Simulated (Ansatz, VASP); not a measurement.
# Cross-check of Sr (Sr(111)) between VASP and Ansatz

Aim: how closely do two programs agree when they are given the same cell, functional and k mesh?

Main program and level: Ansatz 0.2.0; plane waves, with VASP 6.6.1 beside it; single point at PBEsol, single point at LDA and single point at PBE.

### Step 1. Set-up

The cell holds 7 atoms: 7 Sr. Cell: a = 4.299 Å, b = 4.299 Å, c = 29.062 Å, α = 90.0°, β = 90.0°, γ = 60.0°. Vacuum lies along c.

Coordinates:

```cif
data_structure
_symmetry_space_group_name_H-M 'P 1'
_symmetry_Int_Tables_number 1
_cell_length_a 4.2992
_cell_length_b 4.2992
_cell_length_c 29.0617
_cell_angle_alpha 90.000
_cell_angle_beta 90.000
_cell_angle_gamma 60.000
_cell_volume 465.19
loop_
_atom_site_label
_atom_site_type_symbol
_atom_site_fract_x
_atom_site_fract_y
_atom_site_fract_z
_atom_site_occupancy
Sr1 Sr 0.00000 0.00000 0.13764 1
Sr2 Sr 0.33333 0.33333 0.25843 1
Sr3 Sr 0.66667 0.66667 0.37921 1
Sr4 Sr 0.00000 0.00000 0.50000 1
Sr5 Sr 0.33333 0.33333 0.62079 1
Sr6 Sr 0.66667 0.66667 0.74157 1
Sr7 Sr 0.00000 0.00000 0.86236 1
```

### Step 2. Ansatz: single point, PBEsol

Ansatz runs on its default PAW (the set named soft_2) files.

A single point gives forces, pressure and levels at one fixed geometry, so differences don't come from the geometry; what else differs is listed under the comparison.

The input, input.yaml:

```yaml
crystal:
  lattice:
    - [4.2992092296, 0.0, 0.0]
    - [2.1496046148, 3.723224409, 0.0]
    - [0.0, 0.0, 29.06173782]
  atoms:
    - { symbol: Sr, position: [0.0, 0.0, 0.1376380182] }
    - { symbol: Sr, position: [0.3333333333, 0.3333333333, 0.2584253455] }
    - { symbol: Sr, position: [0.6666666667, 0.6666666667, 0.3792126727] }
    - { symbol: Sr, position: [0.0, 0.0, 0.5] }
    - { symbol: Sr, position: [0.3333333333, 0.3333333333, 0.6207873273] }
    - { symbol: Sr, position: [0.6666666667, 0.6666666667, 0.7415746545] }
    - { symbol: Sr, position: [0.0, 0.0, 0.8623619818] }
hamiltonian:
  xc: pbesol
  pseudopotentials: { kind: paw }
kpoints:
  mp_grid: { grid: [9, 9, 1] }
scf:
  occupations: { method: methfessel_paxton, width: 0.1 }
  n_extra_bands: 5
efield:
  axis: 3
  dipole_correction: true
  ramp_width: 0.04
output:
  forces: true
  eigenvalues: true
```

Run with:

```sh
$ ansatz run input.yaml --threads 4 --pin off --max-ram 9216MiB --backend cpu --events-out ev --progress --plain --runs-dir out
```

Numbers of over 12 decimals in the logs are rounded to 6 here.

Log:

```text
scf.n_extra_bands = 5 over 35 filled bands (N_el = 70.0): the run solves 40 bands
Engine: ansatz 0.2.0, aarch64-unknown-linux-gnu
Pseudopotentials: kind: paw
Pseudopotential: Sr, paw, valence charge 10, recommended cutoff 420 eV (normal), Sr.paw.azcp
Functional definition: PBEsol
  exchange = pbesol_x
  correlation = pbesol_c
Crystal: 7 atoms, lattice volume = 465.189 Å³
Basis set: ecut = 420 eV, 9007 PW (Γ), exchange–correlation on 60×60×400 points (8 copies of the dense FFT grid, shifted against one another)
Bands: 40, of which v1, the nominal top of the filled ones, is band 35 counted from 1 (34 counted from 0)
Symmetry: 6 space group operations
k-points: 12 of 81 (time reversal used)
Non-local potential: Sr, projectors of the file, l = 0: 3, l = 1: 2, l = 2: 2
PAW form: soft (Blöchl's): semilocal exchange-correlation on the pseudo side does not see the compensation charge
PAW frozen core: Sr, regenerated for the run's functional, and the local potential with it (the file was generated under x = pbe(κ = 0.804, μ = 0.219515), c = pbe(β = 0.066725))
PAW one-centre angular grid: Sr, 110 points (default); XC on 64 Gauss nodes
Initial density: superposition of atomic densities (neutral atoms: chi_scale 0, normalization atom), corrected by the library's trained network
Initial wavefunctions: pseudopotential atomic-orbital guess
Functional: x = pbesol(κ = 0.804, μ = 0.123457), c = pbesol(β = 0.046)
SCF iter   1: F=—  HF=-24444.715142 eV  |F-HF|=—  |Δ(HF+E_count)|=         —  Δρ=3.18e-3  dr2=5.54e0  ethr=1.77e-3  p=0.000 e·Å  D=4.17e-15 V/Å  ΔV_dip=-0.00 eV  dr2_dipole=1.71e-6  V_vac-E_F(+/−)=2.35/2.35 eV  ⟨swp⟩=13.8  Hψ=2585  notcnv=0
efield: sawtooth ramp at fractional position 0.9800 (placed from the atoms, in the widest stretch of the axis that holds none; the zero of the levels goes with the place), width 0.0400; the density the first Hamiltonian is built on has a dipole p = 0.000 e·Å; the dipole correction subtracts the counter field D = 4.17e-15 V/Å, which shifts the + side's vacuum level by -0.00 eV against the − side's; the planar-averaged density in the ramp window peaks in size at 5.3e-3 e/Å³
preconditioner: auto → LDOS  [metal: Δε(μ)=0.022 eV  Ē_g=1.632 eV  σ=0.100 eV  W_gap=0.18  n_scr=72 (ndim 8)  ℏωp=6.4 eV  f_vac=0.114  D(μ)=11.35/eV (n_scr^D=84)  β→1.0]
SCF iter   2: F=—  HF=-24444.642133 eV  |F-HF|=—  |Δ(HF+E_count)|=   7.30e-2  S|Δr|=    0.00e0  Δρ=8.85e-4  dr2=1.26e-2  ethr=1.77e-3  p=-0.000 e·Å  D=-1.61e-6 V/Å  ΔV_dip=0.00 eV  dr2_dipole=6.10e-6  V_vac-E_F(+/−)=2.51/2.51 eV  ⟨swp⟩=2.5  Hψ=604  notcnv=0
SCF iter   3: F=—  HF=-24444.643548 eV  |F-HF|=—  |Δ(HF+E_count)|=   1.41e-3  S|Δr|=    0.00e0  Δρ=4.20e-4  dr2=1.07e-2  ethr=1.80e-5  p=-0.000 e·Å  D=-4.51e-6 V/Å  ΔV_dip=0.00 eV  dr2_dipole=3.55e-7  V_vac-E_F(+/−)=2.52/2.52 eV  ⟨swp⟩=2.7  Hψ=786  notcnv=0
SCF iter   4: F=—  HF=-24444.643560 eV  |F-HF|=—  |Δ(HF+E_count)|=   1.22e-5  S|Δr|=    0.00e0  Δρ=1.17e-4  dr2=2.87e-3  ethr=1.53e-5  p=-0.000 e·Å  D=-1.68e-6 V/Å  ΔV_dip=0.00 eV  dr2_dipole=1.30e-8  V_vac-E_F(+/−)=2.53/2.53 eV  ⟨swp⟩=1.2  Hψ=483  notcnv=0
SCF iter   5: F=—  HF=-24444.643642 eV  |F-HF|=—  |Δ(HF+E_count)|=   8.23e-5  S|Δr|=    0.00e0  Δρ=4.98e-5  dr2=4.66e-4  ethr=4.10e-6  p=-0.000 e·Å  D=-5.19e-7 V/Å  ΔV_dip=0.00 eV  dr2_dipole=8.57e-10  V_vac-E_F(+/−)=2.55/2.55 eV  ⟨swp⟩=1.5  Hψ=487  notcnv=0
SCF iter   6: F=—  HF=-24444.643696 eV  |F-HF|=—  |Δ(HF+E_count)|=   5.37e-5  S|Δr|=    0.00e0  Δρ=3.78e-5  dr2=6.98e-5  ethr=6.66e-7  p=-0.000 e·Å  D=-9.31e-7 V/Å  ΔV_dip=0.00 eV  dr2_dipole=2.39e-9  V_vac-E_F(+/−)=2.56/2.56 eV  ⟨swp⟩=2.3  Hψ=555  notcnv=0
SCF iter   7: F=—  HF=-24444.642882 eV  |F-HF|=—  |Δ(HF+E_count)|=   8.14e-4  S|Δr|=    0.00e0  Δρ=1.54e-5  dr2=7.49e-6  ethr=9.98e-8  p=-0.000 e·Å  D=-4.74e-7 V/Å  ΔV_dip=0.00 eV  dr2_dipole=9.69e-10  V_vac-E_F(+/−)=2.57/2.57 eV  ⟨swp⟩=2.7  Hψ=612  notcnv=0
SCF iter   8: F=—  HF=-24444.642883 eV  |F-HF|=—  |Δ(HF+E_count)|=   4.81e-7  S|Δr|=    0.00e0  Δρ=4.93e-6  dr2=8.50e-7  ethr=1.07e-8  p=-0.000 e·Å  D=-2.59e-7 V/Å  ΔV_dip=0.00 eV  dr2_dipole=4.13e-10  V_vac-E_F(+/−)=2.57/2.57 eV  ⟨swp⟩=3.1  Hψ=699  notcnv=0
SCF iter   9: F=-24444.642883 eV  HF=-24444.642883 eV  |F-HF|=2.54e-8  |Δ(HF+E_count)|=   1.45e-7  S|Δr|=    0.00e0  Δρ=2.23e-6  dr2=5.42e-8  ethr=1.43e-10  p=-0.000 e·Å  D=-8.03e-8 V/Å  ΔV_dip=0.00 eV  dr2_dipole=5.83e-13  V_vac-E_F(+/−)=2.57/2.57 eV  ⟨swp⟩=13.3  Hψ=2797  notcnv=0
WARN: efield: at this solve's end the planar-averaged density reaches 5.23e-3 e/Å³ inside the ramp window [0.9456, 0.0544] (bound 1e-5 e/Å³); the window's nearer edge stands 2.42 Å from this solve's nearest atom along the axis. Its work functions, free energy, forces, stress, dipole, levels and responses can be off, and this figure does not tell by how much. The cell may have no vacuum along `efield.axis`. A short vacuum, a low `basis.ecutwfc` or `basis.ecutrho_ratio` and negative occupations (`scf.occupations.method`) can put density there. See the manual's quickstart, § The vacuum guard
SCF 1 converged in 9 iterations: F = -24444.642883 eV  dr2 = 5.42e-8
  greatest PAW one-centre occupation: 0.988 electrons in one spin orbital (limit 2), on the Sr atom at site 6 (counted from 0), in its partial waves of l = 0
SCF converged after 9 iterations
Stability not checked: this state was not tested for a lower state beside it, because cold or Methfessel-Paxton smearing, or corrected tetrahedra, fill the levels in a way that the test cannot read (fill_not_monotonic; see scf.lower_state_search)
Free energy (F): -24444.642883 eV
Harris-Foulkes:  -24444.642883 eV  (|F-HF|=2.54e-8)
Internal energy: -24444.641411 eV  (E = F + TS)
E sigma→0 (E₀):  -24444.642515 eV
Entropy (-TS):   -0.001472 eV (-0.210 meV/atom)
Fermi energy:    3.794105 eV
Dipole field:    D = -0.000001 V/Å  (p = -0.000002 e·Å, saw-weighted, corrected)
Work function:   Φ+ = 2.5740 eV (in doubt: plateau slope 7.8e-1 eV/Å)   Φ− = 2.5740 eV (in doubt: plateau slope 7.8e-1 eV/Å)
Levels:          The Fermi level and band energies are counted from a zero that moves with the ramp; work functions are not
Vacuum region:   at the solve's end the planar-averaged density reaches 5.23e-3 e/Å³ inside the ramp window [0.9456, 0.0544] (bound 1e-5 e/Å³)
--- Per-component energies (eV) ---
  E_band       = -1050.188632
  E_kinetic    = 1685.902106
  E_local      = -8928.263777  (includes V_loc(G=0)·N_el)
  E_nonlocal   = 1430.333654
  E_hartree    = 3080.302358
  E_xc         = -1183.652067
  E_vxc        = -1106.659745  (∫ρ·V_xc dr)
  E_paw        = -18512.023053  (= ΣΔE_a)
  E_vpaw       = -292.105281  (= ΣTr[D̂ρ^β])
  E_aug_tail   = -0.000010  (compensation charges beyond the density's cutoff)
  E_efield     = 0.000000  (sawtooth field / dipole correction)
  E_vefield    = 0.000000  (∫n·V_field dr)
  E_ewald      = -2018.181054
  E_core_change = 0.940432  (= ΣΔE_core)
  E_smearing   = -0.001472  (= −TS)
  E_closure    = -0.000000  (closes the sum)
  Σ components = -24444.642883   (vs F -24444.642883, Δ=0.00e0)
--- Forces (eV/Å), atoms counted from 1 ---
  atom   1  Sr     0.00000000     0.00000000     0.14718050
  atom   2  Sr    -0.00000000     0.00000000    -0.04560364
  atom   3  Sr    -0.00000000    -0.00000000    -0.00885066
  atom   4  Sr     0.00000000     0.00000000     0.00000196
  atom   5  Sr     0.00000000     0.00000000     0.00884740
  atom   6  Sr     0.00000000    -0.00000000     0.04560622
  atom   7  Sr     0.00000000    -0.00000000    -0.14718154
  max |Σ_I F_I| component: 2.51e-7 eV/Å
--- Band table (eV; the first three rows and the last of 12) ---
  k-point 0: bands = [... 31 lower, 1.0480, 1.4960, 2.0144, 2.4237, 3.7536, 3.8750, 4.4242, 4.4564, ... 1 higher]
  k-point 1: bands = [... 31 lower, 1.2112, 1.6567, 2.1779, 2.5935, 3.8209, 3.8681, 4.4364, 4.4838, ... 1 higher]
  k-point 2: bands = [... 31 lower, 1.6675, 2.0999, 2.6185, 3.0426, 3.8651, 4.0011, 4.4285, 4.5776, ... 1 higher]
  k-point 11: bands = [... 31 lower, 3.6441, 3.6441, 3.7288, 3.7909, 3.7909, 3.8562, 3.9598, 3.9598, ... 1 higher]
```

Run time: 5.6 s. Hardware: 4 threads of Arm Neoverse V2, shared host; peak memory 0.74 GiB.

(Continued in part 2 of 3.)

[Lines on the potential files, build, host, timing and source positions are cut from VASP's logs without a mark.]

[Logs are printed without paths, hosts, clocks, repeated set-up lines and the standing remarks that a program may print on its own settings, such as how far it seeks lower states.]

[Hosts, paths, dates, database ids (printed as entryN), source tags and the programs' standing remarks are cut or masked in the printed files.]
